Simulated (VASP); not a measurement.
VASP input:

### KPOINTS
```
Automatic mesh
0
Gamma
13 13 13
0 0 0
```

### INCAR
```
ALGO  =  Normal
EDIFF  =  1E-7
ENCUT  =  520
GGA  =  PE
ISIF  =  2
ISMEAR  =  1
IVDW  =  13
LASPH  =  T
LCHARG  =  F
LMAXMIX  =  4
LREAL  =  F
LWAVE  =  F
NELM  =  100
PREC  =  Accurate
SIGMA  =  0.1
SYSTEM  =  ZrC
```

POSCAR:
```
ZrC
1
    0.0000000000     2.3896470582     2.3896470582
    2.3896470582     0.0000000000     2.3896470582
    2.3896470582     2.3896470582     0.0000000000
Zr C
1 1
Direct
  0.0000000000   0.0000000000   0.0000000000
  0.5000000000   0.5000000000   0.5000000000
```

POTCAR, in this order: Zr_sv C (PBE.64 set). Program: vasp_std.

### Question
Translate this PBE-D4 calculation to Ansatz.

### Answer
One equivalent input (not run):
Ansatz 0.2 input:
```yaml
crystal:
  lattice:
    - [0.0000000, 2.3896471, 2.3896471]
    - [2.3896471, 0.0000000, 2.3896471]
    - [2.3896471, 2.3896471, 0.0000000]
  atoms:
    - { symbol: Zr, position: [0.0000000, 0.0000000, 0.0000000] }
    - { symbol: C, position: [0.5000000, 0.5000000, 0.5000000] }
kpoints:
  mp_grid: { grid: [13, 13, 13] }
hamiltonian:
  xc: pbe
  dispersion: d4
  pseudopotentials: { kind: paw }
scf:
  occupations: { method: methfessel_paxton, width: 0.1 }
  max_iter: 100
output: { forces: true, stress: true, eigenvalues: true }
```
What does not carry over: each code has its own PAW files, so the cut-off isn't converted (ENCUT is set for VASP's; basis.ecutwfc is left out, and Ansatz then takes the one that its files recommend); Ansatz stops its SCF on the density residual and VASP on the energy change (EDIFF).

The compound is ZrC in the rock salt structure. This cell is one point of a volume scan, at 1.06 of the reference volume.
